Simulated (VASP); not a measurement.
Output of a VASP run:

OUTCAR:
```
 ion  position               nearest neighbor table
   1  0.864  0.636  0.364-   5 2.34   6 2.39   7 2.39   8 2.39   6 2.58   7 2.58   8 2.58   2 2.82
                             4 2.82   3 2.82   3 2.82   2 2.82   4 2.82
   2  0.364  0.864  0.636-   6 2.34   5 2.39   7 2.39   8 2.39   8 2.58   5 2.58   7 2.58   1 2.82
                             3 2.82   4 2.82   3 2.82   1 2.82   4 2.82
   3  0.136  0.136  0.136-   7 2.34   6 2.39   5 2.39   8 2.39   8 2.58   5 2.58   6 2.58   2 2.82
                             4 2.82   1 2.82   2 2.82   1 2.82   4 2.82
   4  0.636  0.364  0.864-   8 2.34   6 2.39   7 2.39   5 2.39   5 2.58   6 2.58   7 2.58   1 2.82
                             1 2.82   2 2.82   2 2.82   3 2.82   3 2.82
   5  0.158  0.342  0.658-   1 2.34   2 2.39   3 2.39   4 2.39   2 2.58   3 2.58   4 2.58   8 2.85
                             6 2.85   8 2.85   7 2.85   7 2.85   6 2.85
   6  0.658  0.158  0.342-   2 2.34   1 2.39   3 2.39   4 2.39   4 2.58   1 2.58   3 2.58   8 2.85
                             7 2.85   5 2.85   8 2.85   7 2.85   5 2.85
   7  0.842  0.842  0.842-   3 2.34   2 2.39   1 2.39   4 2.39   4 2.58   1 2.58   2 2.58   5 2.85
                             6 2.85   8 2.85   6 2.85   5 2.85   8 2.85
   8  0.342  0.658  0.158-   4 2.34   2 2.39   3 2.39   1 2.39   1 2.58   2 2.58   3 2.58   7 2.85
                             5 2.85   5 2.85   6 2.85   6 2.85   7 2.85
  LATTYP: Found a simple cubic cell.
 ALAT       =     4.5958234143
 Subroutine PRICEL returns:
 Original cell was already a primitive cell.
 Subroutine GETGRP returns: Found 12 space group operations
The static configuration has the point symmetry C_3 .
 The point group associated with its full space group is T   .
The dynamic configuration has the point symmetry C_3 .
The overall configuration has the point symmetry C_3 .
 Subroutine INISYM returns: Found 12 space group operations
 Subroutine IBZKPT returns following result:
 Found     24 irreducible k-points:

 Following reciprocal coordinates:
            Coordinates               Weight
  0.000000  0.000000  0.000000      1.000000
  0.166667  0.000000  0.000000      6.000000
  0.333333  0.000000  0.000000      6.000000
  0.500000  0.000000  0.000000      3.000000
  0.166667  0.166667  0.000000     12.000000
  0.333333  0.166667  0.000000     12.000000
 -0.166667  0.333333  0.000000     12.000000
  0.500000  0.166667  0.000000      6.000000
 -0.166667  0.500000  0.000000      6.000000
  0.333333  0.333333  0.000000     12.000000
  0.500000  0.333333  0.000000      6.000000
 -0.333333  0.500000  0.000000      6.000000
  0.500000  0.500000  0.000000      3.000000
  0.166667  0.166667  0.166667      8.000000
  0.333333  0.166667  0.166667     24.000000
  0.500000  0.166667  0.166667     12.000000
  0.333333  0.333333  0.166667     24.000000
  0.500000  0.333333  0.166667     12.000000
 -0.333333  0.500000  0.166667     12.000000
  0.500000  0.500000  0.166667      6.000000
  0.333333  0.333333  0.333333      8.000000
  0.500000  0.333333  0.333333     12.000000
  0.500000  0.500000  0.333333      6.000000
  0.500000  0.500000  0.500000      1.000000
   k-points           NKPTS =     24   k-points in BZ     NKDIM =     24   number of bands    NBANDS=     54
   number of dos      NEDOS =    301   number of ions     NIONS =      8
   total plane-waves  NPLWV =  27000
   dimension x,y,z NGX =    30 NGY =   30 NGZ =   30
   dimension x,y,z NGXF=    60 NGYF=   60 NGZF=   60
   ions per type =               4   4
   PREC   = accura    normal or accurate (medium, high low for compatibility)
   ISTART =      0    job   : 0-new  1-cont  2-samecut
   ICHARG =      2    charge: 1-file 2-atom 10-const
   ISPIN  =      2    spin polarized calculation?
   LNONCOLLINEAR =      F non collinear calculations
   LSORBIT =      F    spin-orbit coupling
   INIWAV =      1    electr: 0-lowe 1-rand  2-diag
   ENCUT  =  400.0 eV  29.40 Ry    5.42 a.u.   7.49  7.49  7.49*2*pi/ulx,y,z
   NELM   =    100;   NELMIN=  2; NELMDL= -5     # of ELM steps
   EDIFF  = 0.1E-05   stopping-criterion for ELM
   LREAL  =      F    real-space projection
   NLSPLINE    = F    spline interpolate recip. space projectors
   LMAXMIX     =    4 max onsite mixed and CHGCAR
   VOSKOWN=      0    Vosko Wilk Nusair interpolation
   EDIFFG = -.2E-01   stopping-criterion for IOM
   NSW    =     60    number of steps for IOM
   NBLOCK =      1;   KBLOCK =     60    inner block; outer block
   IBRION =      2    ionic relax: 0-MD 1-quasi-New 2-CG
...
```

File OSZICAR:
```
...
DAV:   5    -0.112043482370E+03    0.25994E-02   -0.87436E-03  6216   0.847E-01    0.204E-01
DAV:   6    -0.112042866300E+03    0.61607E-03   -0.14651E-03  5850   0.437E-01    0.984E-02
DAV:   7    -0.112042800211E+03    0.66089E-04   -0.15425E-04  6788   0.119E-01    0.405E-02
DAV:   8    -0.112042791402E+03    0.88093E-05   -0.30711E-05  5556   0.385E-02    0.142E-02
DAV:   9    -0.112042789276E+03    0.21253E-05   -0.31209E-06  4778   0.139E-02    0.270E-03
DAV:  10    -0.112042787025E+03    0.22514E-05   -0.54974E-07  2802   0.652E-03    0.872E-04
DAV:  11    -0.112042787378E+03   -0.35276E-06   -0.12277E-07  2742   0.280E-03
   3 F= -.11204279E+03 E0= -.11204180E+03  d E =-.130683E+00  mag=     7.8142
       N       E                     dE             d eps       ncg     rms          rms(c)
DAV:   1    -0.112108372274E+03   -0.65585E-01   -0.11238E+00  5358   0.134E+01    0.184E+00
DAV:   2    -0.112068448284E+03    0.39924E-01   -0.21638E-01  5700   0.568E+00    0.130E+00
DAV:   3    -0.112053509742E+03    0.14939E-01   -0.49661E-02  5680   0.285E+00    0.749E-01
DAV:   4    -0.112047103979E+03    0.64058E-02   -0.10053E-02  6780   0.856E-01    0.258E-01
DAV:   5    -0.112046324567E+03    0.77941E-03   -0.26161E-03  6252   0.462E-01    0.103E-01
DAV:   6    -0.112046188604E+03    0.13596E-03   -0.42301E-04  5644   0.240E-01    0.491E-02
DAV:   7    -0.112046199901E+03   -0.11297E-04   -0.43944E-05  6662   0.609E-02    0.218E-02
DAV:   8    -0.112046211653E+03   -0.11752E-04   -0.82044E-06  4758   0.202E-02    0.869E-03
DAV:   9    -0.112046216173E+03   -0.45195E-05   -0.88966E-07  2904   0.903E-03    0.134E-03
DAV:  10    -0.112046217353E+03   -0.11802E-05   -0.37753E-07  2730   0.514E-03    0.674E-04
DAV:  11    -0.112046217146E+03    0.20746E-06   -0.82465E-08  2700   0.224E-03
   4 F= -.11204622E+03 E0= -.11204529E+03  d E =-.134113E+00  mag=     7.8581
       N       E                     dE             d eps       ncg     rms          rms(c)
DAV:   1    -0.112042163688E+03    0.40537E-02   -0.19506E+00  5316   0.706E+00    0.550E-01
DAV:   2    -0.112051833284E+03   -0.96696E-02   -0.42271E-02  6780   0.168E+00    0.291E-01
DAV:   3    -0.112052946265E+03   -0.11130E-02   -0.16426E-03  6096   0.262E-01    0.784E-02
DAV:   4    -0.112052922021E+03    0.24243E-04   -0.11138E-04  6448   0.834E-02    0.458E-02
DAV:   5    -0.112052917350E+03    0.46713E-05   -0.80253E-05  6712   0.675E-02    0.229E-02
DAV:   6    -0.112052919422E+03   -0.20721E-05   -0.16182E-05  5574   0.487E-02    0.744E-03
DAV:   7    -0.112052920569E+03   -0.11476E-05   -0.85680E-07  3012   0.113E-02    0.399E-03
DAV:   8    -0.112052921553E+03   -0.98333E-06   -0.52177E-07  2766   0.720E-03
   5 F= -.11205292E+03 E0= -.11205211E+03  d E =-.670441E-02  mag=     7.8601
       N       E                     dE             d eps       ncg     rms          rms(c)
DAV:   1    -0.112050257549E+03    0.26630E-02   -0.69563E-01  5310   0.420E+00    0.329E-01
DAV:   2    -0.112053686256E+03   -0.34287E-02   -0.14896E-02  6814   0.991E-01    0.172E-01
DAV:   3    -0.112054081504E+03   -0.39525E-03   -0.56544E-04  5956   0.154E-01    0.467E-02
DAV:   4    -0.112054072952E+03    0.85525E-05   -0.47667E-05  6390   0.543E-02    0.242E-02
DAV:   5    -0.112054071058E+03    0.18939E-05   -0.21128E-05  6002   0.313E-02    0.846E-03
DAV:   6    -0.112054073219E+03   -0.21610E-05   -0.48087E-06  4738   0.251E-02    0.456E-03
DAV:   7    -0.112054073715E+03   -0.49602E-06   -0.54352E-07  2796   0.889E-03
   6 F= -.11205407E+03 E0= -.11205332E+03  d E =-.785657E-02  mag=     7.8609
```

OUTCAR:
```
------------------------ aborting loop because EDIFF is reached ----------------------------------------
  FORCE on cell =-STRESS in cart. coord.  units (eV):
  Direction    XX          YY          ZZ          XY          YZ          ZX
  --------------------------------------------------------------------------------------
  Total       -0.0787222     -0.0787222     -0.0787222      0.0000000     -0.0000000     -0.0000000
  in kB       -1.2067099     -1.2067099     -1.2067099      0.0000000     -0.0000000     -0.0000000
  external PRESSURE =      -1.2067099 kB  Pullay stress =       0.0000000 kB
  volume of cell :      104.52
      direct lattice vectors                 reciprocal lattice vectors
     4.710514105  0.000000000 -0.000000000     0.212291053 -0.000000000  0.000000000
     0.000000000  4.710514105  0.000000000    -0.000000000  0.212291053 -0.000000000
    -0.000000000  0.000000000  4.710514105     0.000000000 -0.000000000  0.212291053
 POSITION                                       TOTAL-FORCE (eV/Angst)
 -----------------------------------------------------------------------------------
      4.07511      2.99066      1.71985         0.010654     -0.010654      0.010654
      1.71985      4.07511      2.99066         0.010654      0.010654     -0.010654
      0.63540      0.63540      0.63540        -0.010654     -0.010654     -0.010654
      2.99066      1.71985      4.07511        -0.010654      0.010654      0.010654
      0.73077      1.62449      3.08603         0.007607     -0.007607      0.007607
      3.08603      0.73077      1.62449         0.007607      0.007607     -0.007607
      3.97974      3.97974      3.97974        -0.007607     -0.007607     -0.007607
      1.62449      3.08603      0.73077        -0.007607      0.007607      0.007607
 -----------------------------------------------------------------------------------
    total drift:                               -0.000002      0.000001      0.000000
  FREE ENERGIE OF THE ION-ELECTRON SYSTEM (eV)
  ---------------------------------------------------
  free  energy   TOTEN  =      -112.0540737149 eV

  energy  without entropy=     -112.0518216862  energy(sigma->0) =     -112.05332304

 total charge

# of ion       s       p       d       tot
------------------------------------------
    1        0.380   0.511   6.352   7.243
    2        0.380   0.511   6.352   7.243
    3        0.380   0.511   6.352   7.243
    4        0.380   0.511   6.352   7.243
    5        1.116   1.259  10.104  12.478
    6        1.116   1.259  10.104  12.478
    7        1.116   1.259  10.104  12.478
    8        1.116   1.259  10.104  12.478
--------------------------------------------------
tot          5.982   7.081  65.822  78.886

 magnetization (x)

# of ion       s       p       d       tot
------------------------------------------
    1        0.008  -0.013   2.210   2.205
    2        0.008  -0.013   2.210   2.205
    3        0.008  -0.013   2.210   2.205
    4        0.008  -0.013   2.210   2.205
    5        0.002  -0.121  -0.016  -0.135
    6        0.002  -0.121  -0.016  -0.135
    7        0.002  -0.121  -0.016  -0.135
    8        0.002  -0.121  -0.016  -0.135
--------------------------------------------------
tot          0.040  -0.536   8.775   8.279

 reached required accuracy - stopping structural energy minimisation
```
(Selected blocks of OUTCAR.)

POSCAR:
```
FeGe
1
    4.5958234143    -0.0000000000     0.0000000000
    0.0000000000     4.5958234143    -0.0000000000
   -0.0000000000     0.0000000000     4.5958234143
Fe Ge
4 4
Direct
  0.8638755877   0.6361244123   0.3638755877
  0.3638755877   0.8638755877   0.6361244123
  0.1361244123   0.1361244123   0.1361244123
  0.6361244123   0.3638755877   0.8638755877
  0.1580885821   0.3419114179   0.6580885821
  0.6580885821   0.1580885821   0.3419114179
  0.8419114179   0.8419114179   0.8419114179
  0.3419114179   0.6580885821   0.1580885821
```

### Question
Write an INCAR and KPOINTS that could have produced this output.

### Answer
Several could match; the one computed here: the input of the run itself, r2SCAN meta-GGA, plane waves, VASP's PBE PAW potentials (set 64).

### KPOINTS
```
Automatic mesh
0
Gamma
6 6 6
0 0 0
```

INCAR:
```
# general
SYSTEM =FeGe
PREC   =Accurate
ENCUT  =400
LREAL  =.FALSE.   # projection in real space or not
LASPH  =.TRUE.

# electronic loop
EDIFF  =1E-6
NELM   =100   # most electronic steps
ALGO   =Normal
LMAXMIX=4   # l cut-off of mixed one-centre charges
LMIXTAU=.TRUE.

# smearing
ISMEAR =1   # Methfessel-Paxton
SIGMA  =0.1

# functional
METAGGA=R2SCAN

# spin
ISPIN  =2   # spin-polarised
MAGMOM =1.2 1.2 1.2 1.2 0.0 0.0 0.0 0.0

# ions
IBRION =2   # conjugate gradients
NSW    =60   # most ionic steps
ISIF   =3
EDIFFG =-0.02

# output
LWAVE  =.FALSE.
LCHARG =.FALSE.
LORBIT =10
```

POTCAR, in this order: Fe Ge_d (PBE.64 set). Program: vasp_std.

Energy and stress use the plane-wave basis of the starting cell.

The compound is FeGe in the B20 structure. This run relaxes it. Symmetry was kept, so distortions that lower it aren't found. The start is the result of an earlier pass.
